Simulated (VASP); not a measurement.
```
CsBH4
1.0
    0.00000     3.52534     3.52534
    3.52534     0.00000     3.52534
    3.52534     3.52534     0.00000
Cs B H
1 1 4
Direct
  0.00000   0.00000   0.00000
  0.50000   0.50000   0.50000
  0.60093   0.60093   0.60093
  0.19722   0.60093   0.60093
  0.60093   0.60093   0.19722
  0.60093   0.19722   0.60093
```

Method: LDA (Ceperley-Alder, Perdew-Zunger), VASP's LDA PAW potentials (set 64) (plane waves; VASP). Run with 520 eV cut-off, 6×6×6 Γ-centred mesh, Gaussian smearing of 0.010 eV, potentials Cs_sv B H.

### Question
Give the electronic dielectric tensor ε∞ (DFPT, local fields included).

### Answer

```
2.59  0.00  0.00
0.00  2.59  0.00
0.00  0.00  2.59
```

### Question
Give the Born effective charges.

### Answer

| atom | Z*xx | Z*yy | Z*zz | mean |
|---|---|---|---|---|
| Cs1 | 1.25 | 1.25 | 1.25 | 1.25 |
| B2 | 0.11 | 0.11 | 0.11 | 0.11 |
| H3 | -0.34 | -0.34 | -0.34 | -0.34 |
| H4 | -0.34 | -0.34 | -0.34 | -0.34 |
| H5 | -0.34 | -0.34 | -0.34 | -0.34 |
| H6 | -0.34 | -0.34 | -0.34 | -0.34 |

### Question
And the static tensor with the ions free?

### Answer

```
4.65  0.00  0.00
0.00  4.65  0.00
0.00  0.00  4.65
```

### Question
Which frequencies do the optical Γ-point modes have (no LO-TO splitting)?

### Answer
179 (×3), 350 (×3), 1049 (×3), 1170 (×2), 2289, 2347 (×3) cm⁻¹.

The piezoelectric tensor e of the same run, ions relaxed (C/m²):

|  | xx | yy | zz | yz | xz | xy |
|---|---|---|---|---|---|---|
| x | 0.00 | 0.00 | 0.00 | -0.02 | 0.00 | 0.00 |
| y | 0.00 | 0.00 | 0.00 | 0.00 | -0.02 | 0.00 |
| z | 0.00 | 0.00 | 0.00 | 0.00 | 0.00 | -0.02 |

The structure comes from a computed database's CsBH4 entry (F-43m); how it stands against other phases isn't given here. It was relaxed first, which changed the volume by -11 %.
